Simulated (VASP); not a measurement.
# ZrC: the relaxed cell at several levels of theory, part 2 of 2

How much does the relaxed cell of ZrC depend on the functional? The starting structure is a measured crystal structure from the Crystallography Open Database. The first relaxation on each setting starts from this cell expanded by 3 % in volume.

VASP 6.6.1.

Results so far: PBEsol 12.75 Å³ an atom; LDA 12.54 Å³ an atom; PBE 13.07 Å³ an atom; PBEsol + D3(BJ) 12.47 Å³ an atom.

## Step 6: Relaxation with r2SCAN

Level of this step: r2SCAN; plane waves and PAW (Zr_sv, C) (VASP).

r2SCAN adds the kinetic-energy density, costs more than a GGA and is run with LASPH.

INCAR

```
SYSTEM = ZrC
PREC = Accurate
ENCUT = 520
EDIFF = 1E-06
NELM = 100
ISMEAR = 0
SIGMA = 0.05
LREAL = .FALSE.
ALGO = Normal
METAGGA = R2SCAN
LASPH = .TRUE.
NBANDS = 14
LORBIT = 11
LWAVE = .FALSE.
LCHARG = .FALSE.
KPAR = 4
IBRION = 2
NSW = 50
ISIF = 3
EDIFFG = -0.006
```

POSCAR

```
ZrC
1.0
    0.0000000000      2.3734819293      2.3734819293
    2.3734819293      0.0000000000      2.3734819293
    2.3734819293      2.3734819293      0.0000000000
Zr C
1 1
Direct
    0.5000000000      0.5000000000      0.5000000000
    0.0000000000      0.0000000000      0.0000000000
```

KPOINTS

```
Automatic mesh
0
Gamma
12 12 12
0 0 0
```

The projector-augmented-wave data sets are Zr_sv and C (PBE family, release 64).

Command:

```bash
$ mpirun -np 4 vasp_std
```

What it wrote:

```text
[banner, memory and clock lines left out]
running    4 mpi-ranks, on    1 nodes
[...]
[... a notice as in an earlier step ...]

 LDA part: xc-table for (None), standard interpolation
 POSCAR, INCAR and KPOINTS ok, starting setup
[...]
entering main loop
       N       E                     dE             d eps       ncg     rms          rms(c)
DAV:   1     0.829008859822E+02    0.82901E+02   -0.88870E+03  2016   0.118E+03
DAV:   2    -0.365024205279E+02   -0.11940E+03   -0.11190E+03  2556   0.310E+02
DAV:   3    -0.441588572777E+02   -0.76564E+01   -0.75718E+01  3594   0.629E+01
DAV:   4    -0.443652084948E+02   -0.20635E+00   -0.20627E+00  2260   0.708E+00
[...]
DAV:  12    -0.347157990633E+02    0.74764E-05   -0.22022E-05  2496   0.538E-02    0.277E-02
DAV:  13    -0.347157942862E+02    0.47770E-05   -0.13801E-05  2484   0.419E-02    0.181E-03
DAV:  14    -0.347157947719E+02   -0.48561E-06   -0.66719E-07  1264   0.889E-03
   1 F= -.34715795E+02 E0= -.34715516E+02  d E =-.347158E+02
[...]
DAV:   9    -0.346992822298E+02    0.80487E-06   -0.32098E-07  1230   0.630E-03
   2 F= -.34699282E+02 E0= -.34699026E+02  d E =0.165125E-01
 trial-energy change:    0.016513  1 .order    0.017568   -0.044791    0.079926
 step:   0.3710(harm=  0.3591)  dis= 0.00000  next Energy=   -34.724157 (dE=-0.836E-02)
[...]
N       E                     dE             d eps       ncg     rms          rms(c)
DAV:   1    -0.348183284461E+02   -0.11905E+00   -0.39735E+00  2166   0.214E+01    0.411E+00
DAV:   2    -0.347413396328E+02    0.76989E-01   -0.27868E-01  2406   0.594E+00    0.128E+00
DAV:   3    -0.347210638245E+02    0.20276E-01   -0.85306E-02  3044   0.237E+00    0.405E-01
DAV:   4    -0.347227971314E+02   -0.17333E-02   -0.21053E-03  2772   0.389E-01    0.216E-01
DAV:   5    -0.347239821156E+02   -0.11850E-02   -0.22387E-03  3132   0.260E-01    0.133E-01
DAV:   6    -0.347242752427E+02   -0.29313E-03   -0.31925E-04  3312   0.110E-01    0.285E-02
DAV:   7    -0.347242761459E+02   -0.90315E-06   -0.10412E-05  2624   0.331E-02    0.896E-03
DAV:   8    -0.347242755871E+02    0.55883E-06   -0.12924E-06  1674   0.122E-02
   3 F= -.34724276E+02 E0= -.34724007E+02  d E =-.848082E-02
[...]
reached required accuracy - stopping structural energy minimisation
```

Elapsed: 77 s, on 4 MPI ranks of AMD EPYC 9R14 (Zen 4), shared host; peak memory 0.64 GiB; 5.1 min of CPU time.

Parts of OUTCAR (step 6):

```text
  Total       -0.0071913     -0.0071913     -0.0071913      0.0000000      0.0000000     -0.0000000
  in kB       -0.4400815     -0.4400815     -0.4400815      0.0000000      0.0000000     -0.0000000
  external PRESSURE =      -0.4400815 kB  Pullay stress =       0.0000000 kB

 POSITION                                       TOTAL-FORCE (eV/Angst)
 -----------------------------------------------------------------------------------
      2.35677      2.35677      2.35677        -0.000000     -0.000000      0.000000
      0.00000      0.00000      0.00000         0.000000      0.000000     -0.000000
 -----------------------------------------------------------------------------------
    total drift:                                0.000000      0.000000      0.000000

  FREE ENERGIE OF THE ION-ELECTRON SYSTEM (eV)
  ---------------------------------------------------
  free  energy   TOTEN  =       -34.7242755871 eV

  energy  without entropy=      -34.7237376122  energy(sigma->0) =      -34.72400660

[... 2 parts as in an earlier step ...]

[... 2 further parts left out ...]
[key lines of the parts left out:]
E-fermi :   9.6572
```

With r2SCAN the relaxed cell holds 13.090 Å³ an atom, +0.84 % against the measured cell, with a = 4.714 Å. That is +2.70 % from PBEsol.

## Step 7: Relaxation with r2SCAN + rVV10

rVV10 adds a nonlocal correlation energy for dispersion.

Edit INCAR of step 6 so:

```diff
@@ -10,2 +10,6 @@
 METAGGA = R2SCAN
+LUSE_VDW = .TRUE.
+IVDW_NL = 2
+BPARAM = 11.95
+CPARAM = 0.0093
 LASPH = .TRUE.
```

POSCAR is that of step 6.

KPOINTS is that of step 6.

Command:

```bash
$ mpirun -np 4 vasp_std
```

What it wrote:

```text
[banner, memory and clock lines left out]
running    4 mpi-ranks, on    1 nodes
[...]
|                                                                             |
|               ----> ADVICE to this user running VASP <----                  |
|                                                                             |
|     You have switched on vdW-DFT.                                           |
|     This routine was written and supplied by Jiri Klimes. We recommend      |
|     that you carefully read and cite the following publications:            |
|       J. Klimes, D.R. Bowler, A. Michelides                                 |
|          J. Phys.: Cond Matt. 22 022201 (2010)                              |
|       J. Klimes, D.R. Bowler, A. Michelides                                 |
|          Phys. Rev. B. 83, 195131 (2011)                                    |
|     and references therein.                                                 |
|                                                                             |

[...]
Total rVV10 correction in eV:      0.2396879    16.0595469
DAV:  13    -0.344758377612E+02    0.40495E-05   -0.11621E-05  2508   0.380E-02    0.191E-03
Total rVV10 correction in eV:      0.2396865    16.0595469
Total rVV10 correction in eV:      0.2396865    16.0595469
Total rVV10 correction in eV:      0.2396865    16.0595469
Total rVV10 correction in eV:      0.2396865    16.0595469
DAV:  14    -0.344758381925E+02   -0.43136E-06   -0.52229E-07  1180   0.784E-03
Total rVV10 correction in eV:      0.2396879    16.0595469
Total rVV10 correction in eV:      0.2396879    16.0595469
Total rVV10 correction in eV:      0.2396879    16.0595469
Total rVV10 correction in eV:      0.2396879    16.0595469
Total rVV10 correction in eV:      0.2396886    16.0595469
Total rVV10 correction in eV:      0.2396886    16.0595469
Total rVV10 correction in eV:      0.2396886    16.0595469
Total rVV10 correction in eV:      0.2396886    16.0595469
   1 F= -.34475838E+02 E0= -.34475560E+02  d E =-.344758E+02
[... from here on, the cycles between the ionic steps are left out ...]
   2 F= -.34450487E+02 E0= -.34450218E+02  d E =0.253511E-01
   3 F= -.34488308E+02 E0= -.34488037E+02  d E =-.124697E-01
   4 F= -.34488309E+02 E0= -.34488039E+02  d E =-.124706E-01
[...]
reached required accuracy - stopping structural energy minimisation
```

Wall time 2.4 min (4 MPI ranks); peak memory 1.1 GiB.

Parts of OUTCAR (step 7):

```text
  Total        0.0020519      0.0020519      0.0020519      0.0000000     -0.0000000     -0.0000000
  in kB        0.1261818      0.1261818      0.1261818      0.0000000     -0.0000000     -0.0000000
  external PRESSURE =       0.1261818 kB  Pullay stress =       0.0000000 kB

 POSITION                                       TOTAL-FORCE (eV/Angst)
 -----------------------------------------------------------------------------------
      2.35296      2.35296      2.35296        -0.000000      0.000000      0.000000
      4.70591      2.35296      2.35296         0.000000     -0.000000     -0.000000
 -----------------------------------------------------------------------------------
    total drift:                                0.000000      0.000000      0.000000

  FREE ENERGIE OF THE ION-ELECTRON SYSTEM (eV)
  ---------------------------------------------------
  free  energy   TOTEN  =       -34.4883088378 eV

  energy  without entropy=      -34.4877682693  energy(sigma->0) =      -34.48803855

[... 2 parts as in an earlier step ...]

[... 2 further parts left out ...]
[key lines of the parts left out:]
E-fermi :   9.7013
```

With r2SCAN + rVV10 the relaxed cell holds 13.027 Å³ an atom, +0.35 % against the measured cell, with a = 4.706 Å. That is +2.20 % from PBEsol.

## Step 8: Relaxation with optB86b-vdW

optB86b-vdW pairs nonlocal correlation with a less repulsive exchange of B86b form. This run starts from the cell of an earlier relaxation, which isn't shown; the restart sets up the plane waves anew.

Edit INCAR of step 7 so:

```diff
@@ -9,7 +9,7 @@
 ALGO = Normal
-METAGGA = R2SCAN
+GGA = MK
+AGGAC = 0
 LUSE_VDW = .TRUE.
-IVDW_NL = 2
-BPARAM = 11.95
-CPARAM = 0.0093
+PARAM1 = 0.1234
+PARAM2 = 1
 LASPH = .TRUE.
```

POSCAR

```
ZrC
1.0
    0.0000000000      2.3480962376      2.3480962376
    2.3480962376      0.0000000000      2.3480962376
    2.3480962376      2.3480962376      0.0000000000
Zr C
1 1
Direct
    0.5000000000      0.5000000000      0.5000000000
    0.0000000000      0.0000000000      0.0000000000
```

KPOINTS is that of step 7.

Command:

```bash
$ mpirun -np 4 vasp_std
```

What it wrote:

```text
[banner, memory and clock lines left out]
running    4 mpi-ranks, on    1 nodes
[...]
[... a notice as in an earlier step ...]

 [... a notice as in an earlier step ...]

 LDA part: xc-table for (Slater+PW92), standard interpolation
 POSCAR, INCAR and KPOINTS ok, starting setup
[...]
entering main loop
       N       E                     dE             d eps       ncg     rms          rms(c)
DAV:   1     0.103707883854E+03    0.10371E+03   -0.87326E+03  2016   0.116E+03
DAV:   2    -0.130225696188E+02   -0.11673E+03   -0.10949E+03  2550   0.300E+02
DAV:   3    -0.194991587948E+02   -0.64766E+01   -0.64318E+01  3420   0.601E+01
DAV:   4    -0.196019751326E+02   -0.10282E+00   -0.10276E+00  2390   0.576E+00
[...]
DAV:  11    -0.161167483529E+02    0.28078E-03   -0.97820E-04  2220   0.265E-01    0.548E-02
DAV:  12    -0.161167453778E+02    0.29750E-05   -0.14754E-05  2394   0.304E-02    0.867E-03
DAV:  13    -0.161167449713E+02    0.40652E-06   -0.99754E-07  1794   0.890E-03
   1 F= -.16116745E+02 E0= -.16116352E+02  d E =-.161167E+02
[...]
reached required accuracy - stopping structural energy minimisation
```

Wall time 22 s (4 MPI ranks); peak memory 1.2 GiB; 85 s of CPU time.

From OUTCAR (step 8):

```text
  Total        0.0082384      0.0082384      0.0082384      0.0000000      0.0000000      0.0000000
  in kB        0.5097688      0.5097688      0.5097688      0.0000000      0.0000000      0.0000000
  external PRESSURE =       0.5097688 kB  Pullay stress =       0.0000000 kB

 POSITION                                       TOTAL-FORCE (eV/Angst)
 -----------------------------------------------------------------------------------
      2.34810      2.34810      2.34810         0.000000     -0.000000     -0.000000
      0.00000      0.00000      0.00000        -0.000000      0.000000      0.000000
 -----------------------------------------------------------------------------------
    total drift:                                0.000000      0.000000      0.000000

  FREE ENERGIE OF THE ION-ELECTRON SYSTEM (eV)
  ---------------------------------------------------
  free  energy   TOTEN  =       -16.1167449713 eV

  energy  without entropy=      -16.1159592262  energy(sigma->0) =      -16.11635210

[... 2 parts as in an earlier step ...]

[... 2 further parts left out ...]
[key lines of the parts left out:]
E-fermi :   9.6698
```

With optB86b-vdW the relaxed cell holds 12.946 Å³ an atom, -0.27 % against the measured cell, with a = 4.696 Å. That is +1.57 % from PBEsol.

## Step 9: Relaxation with AM05

AM05 is built from the electron gas and the surface model, and does well on lattice constants. This run starts from the cell of an earlier relaxation, which isn't shown; the restart sets up the plane waves anew.

Edit INCAR of step 8 so:

```diff
@@ -9,8 +9,3 @@
 ALGO = Normal
-GGA = MK
-AGGAC = 0
-LUSE_VDW = .TRUE.
-PARAM1 = 0.1234
-PARAM2 = 1
-LASPH = .TRUE.
+GGA = AM
 NBANDS = 14
```

POSCAR

```
ZrC
1.0
    0.0000000000      2.3332840641      2.3332840641
    2.3332840641      0.0000000000      2.3332840641
    2.3332840641      2.3332840641      0.0000000000
Zr C
1 1
Direct
    0.5000000000      0.5000000000      0.5000000000
    0.0000000000      0.0000000000      0.0000000000
```

KPOINTS is that of step 8.

Command:

```bash
$ mpirun -np 4 vasp_std
```

What it wrote:

```text
[... set-up lines as in an earlier step ...]
 entering main loop
       N       E                     dE             d eps       ncg     rms          rms(c)
DAV:   1     0.101823498961E+03    0.10182E+03   -0.88582E+03  2016   0.116E+03
DAV:   2    -0.166763830817E+02   -0.11850E+03   -0.11171E+03  2568   0.305E+02
DAV:   3    -0.230598017893E+02   -0.63834E+01   -0.63401E+01  3298   0.599E+01
DAV:   4    -0.231962214820E+02   -0.13642E+00   -0.13637E+00  2464   0.621E+00
[...]
DAV:  11    -0.200935887978E+02    0.21599E-03   -0.74536E-04  2244   0.232E-01    0.476E-02
DAV:  12    -0.200935869180E+02    0.18798E-05   -0.15972E-05  2760   0.281E-02    0.106E-02
DAV:  13    -0.200935868274E+02    0.90607E-07   -0.11915E-06  1884   0.815E-03
   1 F= -.20093587E+02 E0= -.20093185E+02  d E =-.200936E+02
[...]
reached required accuracy - stopping structural energy minimisation
```

The job ended after 7.6 s (4 MPI ranks; peak memory 0.58 GiB).

From OUTCAR (step 9):

```text
  Total       -0.0029056     -0.0029056     -0.0029056      0.0000000     -0.0000000      0.0000000
  in kB       -0.1832354     -0.1832354     -0.1832354      0.0000000     -0.0000000      0.0000000
  external PRESSURE =      -0.1832354 kB  Pullay stress =       0.0000000 kB

 POSITION                                       TOTAL-FORCE (eV/Angst)
 -----------------------------------------------------------------------------------
      2.33328      2.33328      2.33328        -0.000000      0.000000      0.000000
      0.00000      0.00000      0.00000         0.000000     -0.000000     -0.000000
 -----------------------------------------------------------------------------------
    total drift:                                0.000000      0.000000      0.000000

  FREE ENERGIE OF THE ION-ELECTRON SYSTEM (eV)
  ---------------------------------------------------
  free  energy   TOTEN  =       -20.0935868274 eV

  energy  without entropy=      -20.0927832476  energy(sigma->0) =      -20.09318504

[... 2 parts as in an earlier step ...]

[... 2 further parts left out ...]
[key lines of the parts left out:]
E-fermi :   9.8256
```

With AM05 the relaxed cell holds 12.703 Å³ an atom, -2.15 % against the measured cell, with a = 4.667 Å. That is -0.34 % from PBEsol.

## Step 10: Comparison

| level | volume (Å³/atom) | against the measured cell (%) | a (Å) | pressure left (GPa) | core minutes |
| --- | --- | --- | --- | --- | --- |
| PBEsol | 12.747 | -1.81 | 4.6719 | -0.02 | 1.99 |
| LDA | 12.536 | -3.43 | 4.6461 | -0.03 | 1.57 |
| PBE | 13.071 | 0.69 | 4.7113 | -0.04 | 1.01 |
| PBEsol + D3(BJ) | 12.467 | -3.96 | 4.6375 | 0.03 | 2.39 |
| r2SCAN | 13.09 | 0.84 | 4.7135 | -0.04 | 5.13 |
| r2SCAN + rVV10 | 13.027 | 0.35 | 4.7059 | 0.01 | 9.47 |
| optB86b-vdW | 12.946 | -0.27 | 4.6962 | 0.05 | 6.4 |
| AM05 | 12.703 | -2.15 | 4.6666 | -0.02 | 2.04 |

Core minutes are wall time times ranks, summed over the relaxations behind a row (those for a bulk modulus apart), on shared hosts.

## Step 11: Results

| Property | Result |
| --- | --- |
| volume, PBEsol | 12.75 Å³/atom |
| volume, LDA | 12.54 Å³/atom |
| volume, PBE | 13.07 Å³/atom |
| volume, PBEsol + D3(BJ) | 12.47 Å³/atom |
| volume, r2SCAN | 13.09 Å³/atom |
| volume, r2SCAN + rVV10 | 13.03 Å³/atom |
| volume, optB86b-vdW | 12.95 Å³/atom |
| volume, AM05 | 12.70 Å³/atom |

Across 8 levels the volume of ZrC spans 5.0 %, from 12.47 Å³ an atom (PBEsol + D3(BJ)) to 13.09 Å³ (r2SCAN). Against the measured volume of the starting structure, optB86b-vdW comes nearest (-0.3 %) and PBEsol + D3(BJ) lies farthest (-4.0 %). The measured cell holds zero-point expansion and, unless it was taken cold, thermal expansion, which the runs lack, so small differences decide nothing. Adding D3(BJ) to PBEsol changes the volume by -2.2 %. Adding rVV10 to r2SCAN changes the volume by -0.5 %. LASPH is on in some of these runs and off in others, which adds a little to the differences. All runs keep the symmetry of the start, so they can't find a distortion of lower symmetry. Further runs on this material are not shown.

[Lines on the potential files, build, host, timing and source positions are cut from VASP's logs without a mark.]

[Logs are printed without paths, hosts, clocks, repeated set-up lines and the standing remarks that a program may print on its own settings, such as how far it seeks lower states.]

[Hosts, paths, dates, database ids (printed as entryN), source tags and the programs' standing remarks are cut or masked in the printed files.]
